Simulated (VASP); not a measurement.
Calculation: LDA (Ceperley-Alder, Perdew-Zunger), VASP's LDA PAW potentials (set 64) (plane waves; VASP).

VASP input:

**INCAR**
```
SYSTEM=Ta
PREC=Accurate; ENCUT=240; LREAL=.FALSE.
LASPH=.TRUE.
EDIFF=1E-6; NELM=100; ALGO=Normal
LMAXMIX=6
ISMEAR=1; SIGMA=0.136
ISIF=2
LWAVE=.FALSE.; LCHARG=.FALSE.
```

### POSCAR
```
Ta
1
   -1.6602260000     1.6602260000     1.6602260000
    1.6602260000    -1.6602260000     1.6602260000
    1.6602260000     1.6602260000    -1.6602260000
Ta
1
Direct
  0.0000000000   0.0000000000   0.0000000000
```

### KPOINTS
```
Automatic
0
gamma
2 2 2
```

POTCAR, in this order: Ta_pv (LDA.64 set). Program: vasp_std.

Output

### OSZICAR
```
       N       E                     dE             d eps       ncg     rms          rms(c)
DAV:   1     0.246494797600E+02    0.24649E+02   -0.46921E+03    54   0.665E+02
DAV:   2    -0.132670407439E+02   -0.37917E+02   -0.37394E+02    56   0.169E+02
DAV:   3    -0.138980573104E+02   -0.63102E+00   -0.61851E+00    81   0.216E+01
DAV:   4    -0.138991481853E+02   -0.10909E-02   -0.10908E-02    55   0.655E-01
DAV:   5    -0.138991638473E+02   -0.15662E-04   -0.15661E-04    73   0.475E-02    0.183E+01
DAV:   6    -0.136460470874E+02    0.25312E+00   -0.26492E-01    55   0.586E+00    0.944E+00
DAV:   7    -0.135609268897E+02    0.85120E-01   -0.24257E-01    54   0.550E+00    0.442E-01
DAV:   8    -0.135590829339E+02    0.18440E-02   -0.35335E-03    56   0.715E-01    0.322E-02
DAV:   9    -0.135590710319E+02    0.11902E-04   -0.23304E-05    63   0.588E-02    0.278E-02
DAV:  10    -0.135590693018E+02    0.17301E-05   -0.57779E-06    53   0.276E-02    0.990E-04
DAV:  11    -0.135590692204E+02    0.81327E-07   -0.25989E-08    27   0.199E-03
   1 F= -.13559069E+02 E0= -.13550606E+02  d E =-.253884E-01
```

OUTCAR:
```
------------------------ aborting loop because EDIFF is reached ----------------------------------------
  FORCE on cell =-STRESS in cart. coord.  units (eV):
  Direction    XX          YY          ZZ          XY          YZ          ZX
  --------------------------------------------------------------------------------------
  Total       -4.1180069     -4.1180069     -4.1180069     -0.0000000     -0.0000000      0.0000000
  in kB     -360.4425331   -360.4425331   -360.4425331     -0.0000000     -0.0000000      0.0000000
  external PRESSURE =    -360.4425331 kB  Pullay stress =       0.0000000 kB
  volume of cell :       18.30
      direct lattice vectors                 reciprocal lattice vectors
    -1.660226000  1.660226000  1.660226000     0.000000000  0.301163817  0.301163817
     1.660226000 -1.660226000  1.660226000     0.301163817  0.000000000  0.301163817
     1.660226000  1.660226000 -1.660226000     0.301163817  0.301163817  0.000000000
 POSITION                                       TOTAL-FORCE (eV/Angst)
 -----------------------------------------------------------------------------------
      0.00000      0.00000      0.00000         0.000000      0.000000      0.000000
 -----------------------------------------------------------------------------------
    total drift:                                0.000000      0.000000      0.000000
  FREE ENERGIE OF THE ION-ELECTRON SYSTEM (eV)
  ---------------------------------------------------
  free  energy   TOTEN  =       -13.5590692204 eV

  energy  without entropy=      -13.5336808090  energy(sigma->0) =      -13.55060642
```
(Selected blocks of OUTCAR.)

OUTCAR:
```
 val. band max:        6.1761709986   @ k =   0.0000   0.0000   0.0000

 cond. band min:       6.9149868069   @ k =   0.5000   0.0000   0.0000


 Fermi energy:         6.8875962056

 k-point     1 :       0.0000    0.0000    0.0000
  band No.  band energies     occupation
      1     -27.3835      2.00000
      2     -27.3835      2.00000
      3     -27.3835      2.00000
      4      -2.5232      2.00000
      5       6.1762      2.00000
      6       6.1762      2.00000
      7       6.1762      2.00000
      8       9.2459     -0.00000
      9       9.2459     -0.00000

 k-point     2 :       0.5000    0.0000    0.0000
  band No.  band energies     occupation
      1     -28.5354      2.00000
      2     -27.7566      2.00000
      3     -27.3930      2.00000
      4       1.0342      2.00000
      5       3.9189      2.00000
      6       6.9150      0.66667
      7       9.1692     -0.00000
      8      10.1605      0.00000
      9      13.1679      0.00000

 k-point     3 :       0.5000    0.5000    0.5000
  band No.  band energies     occupation
      1     -28.1860      2.00000
      2     -28.1860      2.00000
      3     -28.1860      2.00000
      4       1.5696      2.00000
      5       1.5696      2.00000
      6      12.2102      0.00000
      7      12.2102      0.00000
      8      12.2102      0.00000
      9      13.9135      0.00000
```

At this cut-off the stress carries a Pulay error, which pulls relaxed volumes low.  Unless said otherwise, spin-orbit coupling is left out, though it shifts the bands of the heavy elements here.

The structure comes from a computed database's Ta entry; how it stands against other phases isn't given here. The cell was not relaxed at this level. The k-mesh is coarse (spacing up to 1.34 per Å, 2π included), so the numbers may not be converged in it. The run is one of a series of settings (ENCUT = 240, GGA removed, SIGMA = 0.136, KPOINTS 2×2×2 Γ-centred mesh, POTCAR Ta_pv (LDA.64 set) against the base run), some of them coarse on purpose.
